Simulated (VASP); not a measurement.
# GW on C (Diamond): a test of the settings, part 2 of 3

How far does the GW correction to the gap of C (Diamond) depend on the settings? The starting structure is a measured crystal structure from the Crystallography Open Database. Cell and atoms stay as given.

VASP 6.6.1.

Results so far: G0W0 (response cutoff 100 eV, 5×5×5 mesh) 5.18 eV; G0W0 (response cutoff 160 eV, 5×5×5 mesh) 5.35 eV.

### Step 4. G0W0 (response cutoff 240 eV, 5×5×5 mesh)

Level of this step: G0W0 on LDA; plane waves and PAW (C_GW) (VASP).

It reads the orbitals and their derivatives (WAVECAR and WAVEDER) of a run with the empty bands, which follows a ground-state run; neither is shown.

The input, INCAR:

```
SYSTEM = C
PREC = Accurate
ENCUT = 440
ISMEAR = 0
SIGMA = 0.01
LREAL = .FALSE.
GGA = CA
NBANDS = 96
ALGO = EVGW0
NELMGW = 1
ENCUTGW = 240
NOMEGA = 40
PRECFOCK = Fast
NBANDSGW = 12
LWAVE = .FALSE.
LCHARG = .FALSE.
```

The input, POSCAR:

```
C
1.0
    0.0000000000      1.7833700000      1.7833700000
    1.7833700000      0.0000000000      1.7833700000
    1.7833700000      1.7833700000      0.0000000000
C
2
Direct
    0.7500000000      0.7500000000      0.7500000000
    0.5000000000      0.5000000000      0.5000000000
```

The input, KPOINTS:

```
Automatic mesh
0
Gamma
5 5 5
0 0 0
```

PAW data sets: C_GW (LDA family, release 64).

Launch:

```console
mpirun -np 4 vasp_std
```

Log:

```text
[banner, memory and clock lines left out]
running    4 mpi-ranks, on    1 nodes
[...]
|                                                                             |
|           W    W    AA    RRRRR   N    N  II  N    N   GGGG   !!!           |
|           W    W   A  A   R    R  NN   N  II  NN   N  G    G  !!!           |
|           W    W  A    A  R    R  N N  N  II  N N  N  G       !!!           |
|           W WW W  AAAAAA  RRRRR   N  N N  II  N  N N  G  GGG   !            |
|           WW  WW  A    A  R   R   N   NN  II  N   NN  G    G                |
|           W    W  A    A  R    R  N    N  II  N    N   GGGG   !!!           |
|                                                                             |
|     The default for ENCUTGWSOFT is different in this version of VASP.       |
|     please manually set ENCUTGWSOFT =240 in the INCAR file.                 |
|                                                                             |

 LDA part: xc-table for (Slater(with rela. corr.)+CA(PZ))
[...]
total number of BLAS operations         82.58 Gflops
NQ=   6   -0.4000    0.2000    0.0000,
|.........|.........|.........|.........|.........|.........|.........|.........
 performed       1405000 updates of chi_q(r,r)
 total number of BLAS operations        107.02 Gflops
NQ=   7   -0.2000    0.2000    0.0000,
|.........|.........|.........|.........|.........|.........|.........|.........
 performed       1692000 updates of chi_q(r,r)
 total number of BLAS operations        127.81 Gflops
NQ=   8    0.4000    0.4000    0.0000,
|.........|.........|.........|.........|.........|.........|.........|.........
 performed       1906000 updates of chi_q(r,r)
 total number of BLAS operations        142.30 Gflops
NQ=   9   -0.4000    0.4000    0.0000,
|.........|.........|.........|.........|.........|.........|.........|.........
 performed       2193000 updates of chi_q(r,r)
 total number of BLAS operations        165.79 Gflops
NQ=  10   -0.4000    0.4000    0.2000,
|.........|.........|.........|.........|.........|.........|.........|.........
 performed       2554000 updates of chi_q(r,r)
 total number of BLAS operations        193.01 Gflops
 resolving degeneracies of screened two electron integrals

 calculate QP shifts <psi_nk| G(iteration)W_0 |psi_nk>: iteration 1
 entering main loop
[key lines of the parts left out:]
E-fermi :  11.8345
```

The job ended after 13 s (4 MPI ranks of Intel Xeon 6975P-C (Granite Rapids), shared host; peak memory 0.51 GiB).

Parts of OUTCAR (step 4):

```text
 QP shifts <psi_nk| G(iteration)W_0 |psi_nk>: iteration 1
 for sc-GW calculations column KS-energies equals QP-energies in previous step
 and V_xc(KS)=  KS-energies - (<T + V_ion + V_H > + <T+V_H+V_ion>^1  + <V_x>^1)
 k-point   1 :       0.0000    0.0000    0.0000
  band No.  KS-energies  QP-energies   sigma(KS)   V_xc(KS)     V^pw_x(r,r')   Z            occupation Imag(sigma)
      1     -11.5486     -13.3283     -17.1017     -14.7756     -25.3221       0.7651       2.0000       1.5180
      2       9.7691       9.1445     -17.7482     -16.9898     -19.2530       0.8236       2.0000       0.1068
      3       9.7691       9.1445     -17.7482     -16.9898     -19.2530       0.8236       2.0000       0.1068
      4       9.7691       9.1445     -17.7482     -16.9898     -19.2530       0.8236       2.0000       0.1068
      5      15.3128      16.4892     -14.3458     -15.7843      -9.2470       0.8178       0.0000      -0.1129
      6      15.3128      16.4892     -14.3458     -15.7843      -9.2470       0.8178       0.0000      -0.1129
      7      15.3128      16.4892     -14.3458     -15.7843      -9.2470       0.8178       0.0000      -0.1129
      8      23.3221      24.0493     -15.3158     -16.2635      -7.6526       0.7673       0.0000      -0.3027
    ...

[... 1 part as in an earlier step ...]

[... 2 further parts left out ...]
[key lines of the parts left out:]
E-fermi :  11.8345
```

G0W0 (response cutoff 240 eV, 5×5×5 mesh): the quasiparticle gap on this mesh is 5.448 eV, +1.317 eV from the LDA gap on the same points, with 96 bands.

### Step 5. GW0 with iterated eigenvalues (response cutoff 160 eV, 5×5×5 mesh)

It reads the orbitals and their derivatives (WAVECAR and WAVEDER) of a run with the empty bands, which follows a ground-state run; neither is shown.

Changes to INCAR since step 4:

```diff
@@ -7,6 +7,6 @@
 GGA = CA
-NBANDS = 96
+NBANDS = 56
 ALGO = EVGW0
-NELMGW = 1
-ENCUTGW = 240
+NELMGW = 4
+ENCUTGW = 160
 NOMEGA = 40
```

POSCAR is that of step 4.

KPOINTS is that of step 4.

Launch:

```console
mpirun -np 4 vasp_std
```

Log:

```text
[banner, memory and clock lines left out]
running    4 mpi-ranks, on    1 nodes
[...]
[... a notice as in an earlier step ...]

 LDA part: xc-table for (Slater(with rela. corr.)+CA(PZ))
 , standard interpolation
 found WAVECAR, reading the header
 POSCAR, INCAR and KPOINTS ok, starting setup
[...]
reading WAVECAR
 the WAVECAR file was read successfully
 initial charge from wavefunction
 available memory per node:     98.20 GB, setting MAXMEM to    100555

 The Fermi energy was updated, please check that it is located mid-gap
 values below the HOMO (VB) or above the LUMO (CB) will cause erroneous energies
 E-fermi :  11.8345

 calculate exact exchange contribution
 the WAVEDER file was read successfully
energies w=
    0.000    0.000    1.468    0.000    2.928    0.000    4.371    0.000
    5.791    0.000    7.183    0.000    8.546    0.000    9.878    0.000
   11.182    0.000   12.458    0.000   13.712    0.000   14.948    0.000
[...]
total number of BLAS operations         14.08 Gflops
NQ=   6   -0.4000    0.2000    0.0000,
|.........|.........|.........|.........|.........|.........|.........|.........
 performed        808000 updates of chi_q(r,r)
 total number of BLAS operations         17.68 Gflops
NQ=   7   -0.2000    0.2000    0.0000,
|.........|.........|.........|.........|.........|.........|.........|.........
 performed        974000 updates of chi_q(r,r)
 total number of BLAS operations         21.71 Gflops
NQ=   8    0.4000    0.4000    0.0000,
|.........|.........|.........|.........|.........|.........|.........|.........
 performed       1097000 updates of chi_q(r,r)
 total number of BLAS operations         24.37 Gflops
NQ=   9   -0.4000    0.4000    0.0000,
|.........|.........|.........|.........|.........|.........|.........|.........
 performed       1263000 updates of chi_q(r,r)
 total number of BLAS operations         27.97 Gflops
NQ=  10   -0.4000    0.4000    0.2000,
|.........|.........|.........|.........|.........|.........|.........|.........
 performed       1472000 updates of chi_q(r,r)
 total number of BLAS operations         32.15 Gflops
 resolving degeneracies of screened two electron integrals

 calculate QP shifts <psi_nk| G(iteration)W_0 |psi_nk>: iteration 4
 entering main loop
```

The job ended after 17 s (4 MPI ranks; peak memory 0.44 GiB).

OUTCAR, selected parts (step 5):

```text
 QP shifts <psi_nk| G(iteration)W_0 |psi_nk>: iteration 2
 k-point   1 :       0.0000    0.0000    0.0000
  band No. old QP-enery  QP-energies   sigma(KS)   T+V_ion+V_H  V^pw_x(r,r')   Z            occupation Imag(sigma)
      1     -13.1808     -13.4960     -16.8215       3.2269     -25.3221       0.7618       2.0000       1.6256
      2       9.3859       9.3560     -17.4092      26.7589     -19.2530       0.8277       2.0000       0.1006
      3       9.3859       9.3560     -17.4092      26.7589     -19.2530       0.8277       2.0000       0.1006
      4       9.3859       9.3560     -17.4092      26.7589     -19.2530       0.8277       2.0000       0.1006
      5      16.6468      16.8130     -14.2482      31.0971      -9.2470       0.8222       0.0000      -0.1293
      6      16.6468      16.8130     -14.2482      31.0971      -9.2470       0.8222       0.0000      -0.1293
      7      16.6468      16.8130     -14.2482      31.0971      -9.2470       0.8222       0.0000      -0.1293
      8      24.2963      24.5290     -14.9879      39.5856      -7.6526       0.7721       0.0000      -0.3050
    ...

 QP shifts <psi_nk| G(iteration)W_0 |psi_nk>: iteration 3
 k-point   1 :       0.0000    0.0000    0.0000
  band No. old QP-enery  QP-energies   sigma(KS)   T+V_ion+V_H  V^pw_x(r,r')   Z            occupation Imag(sigma)
      1     -13.4960     -13.5580     -16.8044       3.2269     -25.3221       0.7608       2.0000       1.6519
      2       9.3560       9.3542     -17.4050      26.7589     -19.2530       0.8281       2.0000       0.1007
      3       9.3560       9.3542     -17.4050      26.7589     -19.2530       0.8281       2.0000       0.1007
      4       9.3560       9.3542     -17.4050      26.7589     -19.2530       0.8281       2.0000       0.1007
      5      16.8130      16.8362     -14.2559      31.0971      -9.2470       0.8229       0.0000      -0.1298
      6      16.8130      16.8362     -14.2559      31.0971      -9.2470       0.8229       0.0000      -0.1298
      7      16.8130      16.8362     -14.2559      31.0971      -9.2470       0.8229       0.0000      -0.1298
      8      24.5290      24.5722     -15.0007      39.5856      -7.6526       0.7724       0.0000      -0.3077
    ...

 QP shifts <psi_nk| G(iteration)W_0 |psi_nk>: iteration 4
 k-point   1 :       0.0000    0.0000    0.0000
  band No. old QP-enery  QP-energies   sigma(KS)   T+V_ion+V_H  V^pw_x(r,r')   Z            occupation Imag(sigma)
      1     -13.5580     -13.5693     -16.7998       3.2269     -25.3221       0.7609       2.0000       1.6583
      2       9.3542       9.3543     -17.4046      26.7589     -19.2530       0.8282       2.0000       0.1007
      3       9.3542       9.3543     -17.4046      26.7589     -19.2530       0.8282       2.0000       0.1007
      4       9.3542       9.3543     -17.4046      26.7589     -19.2530       0.8282       2.0000       0.1007
      5      16.8362      16.8397     -14.2566      31.0971      -9.2470       0.8228       0.0000      -0.1298
      6      16.8362      16.8397     -14.2566      31.0971      -9.2470       0.8228       0.0000      -0.1298
      7      16.8362      16.8397     -14.2566      31.0971      -9.2470       0.8228       0.0000      -0.1298
      8      24.5722      24.5797     -15.0038      39.5856      -7.6526       0.7724       0.0000      -0.3084
    ...

[... 3 parts as in an earlier step ...]

[... 1 further part left out ...]
[key lines of the parts left out:]
E-fermi :  11.8345
```

GW0 with iterated eigenvalues (response cutoff 160 eV, 5×5×5 mesh): the quasiparticle gap on this mesh is 5.523 eV, +1.392 eV from the LDA gap on the same points, with 56 bands.

### Step 6. G0W0 (response cutoff 100 eV, 7×7×7 mesh)

It reads the orbitals and their derivatives (WAVECAR and WAVEDER) of a run with the empty bands, which follows a ground-state run; neither is shown.

Changes to INCAR since step 5:

```diff
@@ -7,6 +7,6 @@
 GGA = CA
-NBANDS = 56
+NBANDS = 28
 ALGO = EVGW0
-NELMGW = 4
-ENCUTGW = 160
+NELMGW = 1
+ENCUTGW = 100
 NOMEGA = 40
```

POSCAR is that of step 5.

The input, KPOINTS:

```
Automatic mesh
0
Gamma
7 7 7
0 0 0
```

Launch:

```console
mpirun -np 4 vasp_std
```

Log:

```text
[banner, memory and clock lines left out]
running    4 mpi-ranks, on    1 nodes
[...]
[... a notice as in an earlier step ...]

 LDA part: xc-table for (Slater(with rela. corr.)+CA(PZ))
 , standard interpolation
 found WAVECAR, reading the header
 POSCAR, INCAR and KPOINTS ok, starting setup
[...]
reading WAVECAR
 the WAVECAR file was read successfully
 initial charge from wavefunction
 available memory per node:     96.37 GB, setting MAXMEM to     98685

 The Fermi energy was updated, please check that it is located mid-gap
 values below the HOMO (VB) or above the LUMO (CB) will cause erroneous energies
 E-fermi :  11.8721

 calculate exact exchange contribution
 the WAVEDER file was read successfully
energies w=
    0.000    0.000    1.499    0.000    2.989    0.000    4.462    0.000
    5.911    0.000    7.333    0.000    8.724    0.000   10.084    0.000
   11.414    0.000   12.717    0.000   13.997    0.000   15.259    0.000
[...]
total number of BLAS operations         13.75 Gflops
NQ=  16   -0.4286    0.4286    0.0000,
|.........|.........|.........|.........|.........|.........|.........|.........
 performed       2929000 updates of chi_q(r,r)
 total number of BLAS operations         14.65 Gflops
NQ=  17    0.4286    0.2857    0.1429,
|.........|.........|.........|.........|.........|.........|.........|.........
 performed       3193000 updates of chi_q(r,r)
 total number of BLAS operations         15.77 Gflops
NQ=  18   -0.4286    0.2857    0.1429,
|.........|.........|.........|.........|.........|.........|.........|.........
 performed       3489000 updates of chi_q(r,r)
 total number of BLAS operations         17.50 Gflops
NQ=  19   -0.4286    0.4286    0.1429,
|.........|.........|.........|.........|.........|.........|.........|.........
 performed       3753000 updates of chi_q(r,r)
 total number of BLAS operations         19.27 Gflops
NQ=  20   -0.2857    0.4286    0.1429,
|.........|.........|.........|.........|.........|.........|.........|.........
 performed       4000000 updates of chi_q(r,r)
 total number of BLAS operations         20.83 Gflops
 resolving degeneracies of screened two electron integrals

 calculate QP shifts <psi_nk| G(iteration)W_0 |psi_nk>: iteration 1
 entering main loop
```

It took 13 s on 4 MPI ranks; peak memory 0.5 GiB; 47 s of CPU time.

Parts of OUTCAR (step 6):

```text
 QP shifts <psi_nk| G(iteration)W_0 |psi_nk>: iteration 1
 for sc-GW calculations column KS-energies equals QP-energies in previous step
 and V_xc(KS)=  KS-energies - (<T + V_ion + V_H > + <T+V_H+V_ion>^1  + <V_x>^1)
 k-point   1 :       0.0000    0.0000    0.0000
  band No.  KS-energies  QP-energies   sigma(KS)   V_xc(KS)     V^pw_x(r,r')   Z            occupation Imag(sigma)
      1     -11.5535     -12.8894     -16.5390     -14.7769     -25.3282       0.7581       2.0000       1.5513
      2       9.7598       9.8438     -16.8867     -16.9882     -19.0947       0.8284       2.0000       0.0916
      3       9.7598       9.8438     -16.8867     -16.9882     -19.0947       0.8284       2.0000       0.0916
      4       9.7598       9.8438     -16.8867     -16.9882     -19.0947       0.8284       2.0000       0.0916
      5      15.3061      16.9974     -13.7313     -15.7850      -9.3643       0.8235       0.0000      -0.1276
      6      15.3061      16.9974     -13.7313     -15.7850      -9.3643       0.8235       0.0000      -0.1276
      7      15.3061      16.9974     -13.7313     -15.7850      -9.3643       0.8235       0.0000      -0.1276
      8      23.3137      24.7585     -14.4078     -16.2645      -7.6943       0.7782       0.0000      -0.3055
    ...

[... 1 part as in an earlier step ...]

[... 2 further parts left out ...]
[key lines of the parts left out:]
E-fermi :  11.8721
```

G0W0 (response cutoff 100 eV, 7×7×7 mesh): the quasiparticle gap on this mesh is 5.267 eV, +1.042 eV from the LDA gap on the same points, with 28 bands.

(Continued in part 3 of 3.)

[Lines on the potential files, build, host, timing and source positions are cut from VASP's logs without a mark.]

[Logs are printed without paths, hosts, clocks, repeated set-up lines and the standing remarks that a program may print on its own settings, such as how far it seeks lower states.]

[Hosts, paths, dates, database ids (printed as entryN), source tags and the programs' standing remarks are cut or masked in the printed files.]
